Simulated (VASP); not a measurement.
Data:

```
CELL_PARAMETERS angstrom
      4.87305     0.00000     0.00000
      0.00000     3.65555     0.00000
      0.00000     0.00000     6.92295
ATOMIC_POSITIONS crystal
  Si 0.29080 0.25000 0.61334
  Si 0.70920 0.75000 0.38666
  Si 0.20920 0.75000 0.11334
  Si 0.79080 0.25000 0.88666
  Ni 0.45788 0.25000 0.29275
  Ni 0.54212 0.75000 0.70725
  Ni 0.04212 0.75000 0.79275
  Ni 0.95788 0.25000 0.20725
  Ni 0.32885 0.25000 0.93955
  Ni 0.67115 0.75000 0.06045
  Ni 0.17115 0.75000 0.43955
  Ni 0.82885 0.25000 0.56045
```

Method: PBE GGA, VASP's PBE PAW potentials (set 64) (plane waves; VASP). Run with 300 eV cut-off, 6×7×4 Γ-centred mesh, first-order Methfessel-Paxton smearing of 0.050 eV, potentials Si Ni.

At this cut-off the stress carries a Pulay error, which pulls relaxed volumes low.

Question: Which forces act on the atoms, in eV/Å?

Answer: 
| atom | Fx | Fy | Fz |
|---|---|---|---|
| Si1 | 0.075 | 0.000 | 0.001 |
| Si2 | -0.075 | 0.000 | -0.001 |
| Si3 | -0.075 | 0.000 | 0.001 |
| Si4 | 0.075 | 0.000 | -0.001 |
| Ni5 | -0.033 | 0.000 | -0.085 |
| Ni6 | 0.033 | 0.000 | 0.085 |
| Ni7 | 0.033 | 0.000 | -0.085 |
| Ni8 | -0.033 | 0.000 | 0.085 |
| Ni9 | -0.025 | 0.000 | -0.023 |
| Ni10 | 0.025 | 0.000 | 0.023 |
| Ni11 | 0.025 | 0.000 | -0.023 |
| Ni12 | -0.025 | 0.000 | 0.023 |

Question: Give the stress tensor in GPa (positive for a compressed cell).

Answer: 
```
16.86   0.00   0.00
 0.00  18.88   0.00
 0.00   0.00  18.11
```
The pressure is its mean diagonal, 17.95 GPa.

The structure comes from a computed database's SiNi2 entry; how it stands against other phases isn't given here. The cell was not relaxed at this level. The run is not spin-polarised, so no magnetic state was tried.
